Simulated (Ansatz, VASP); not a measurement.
## One calculation of Ta2P3Au, two programs

```xyz
6
Lattice="3.5655 0.0000 0.0000 0.0000 3.5655 0.0000 0.0000 0.0000 7.7600" Properties=species:S:1:pos:R:3 pbc="T T T"
Ta    1.7828    1.7828    2.0685
Ta    0.0000    0.0000    5.6954
P     1.7828    0.0000    7.7469
P     0.0000    1.7828    7.7469
P     0.0000    0.0000    2.9431
Au    1.7828    1.7828    4.8394
```

Change from the starting cell: species swapped into the Zr2P3S type (P4mm, No. 99).

Alike in both runs: task single point; functional PBE; k mesh 6 × 6 × 2; occupations gaussian, width 0.1 eV; no spin polarisation.

```csv
,VASP,Ansatz
version,VASP 6.6.1,Ansatz 0.2.0
potentials or method,"VASP PAW PBE potentials, release 64 (Ta_pv, P, Au)","scalar-relativistic, plane waves, PAW"
plane-wave cutoff (eV),520,420
valence electrons in the cell,48,60
```

VASP gave:

```
gap on the k mesh at the Fermi level (eV)       : none
pressure (GPa)                                  : -3.0
largest component of the traceless stress (GPa) : 8.69
rms of the force components (eV/Å)              : 0.887
```

Which values does Ansatz return?

gap on the k mesh at the Fermi level (eV): none; pressure (GPa): -2.9; largest component of the traceless stress (GPa): 8.75; rms of the force components (eV/Å): 0.890.

Atom by atom the forces differ by 0.004 eV/Å (rms over components). A gap of «none» marks a metal or a gap that the smearing closes. The functional is the same, so the differences come from potentials, cutoffs and numerics. The two sets of potentials don't hold the same shells in valence.

Caveats: the k mesh is coarse (spacing up to 0.40 Å⁻¹), so the values aren't converged; forces of over 1 eV/Å show positions far from the minimum, so gaps and moduli don't describe the material at rest. Spin-orbit coupling is left out, which matters for the levels of Au, Ta.
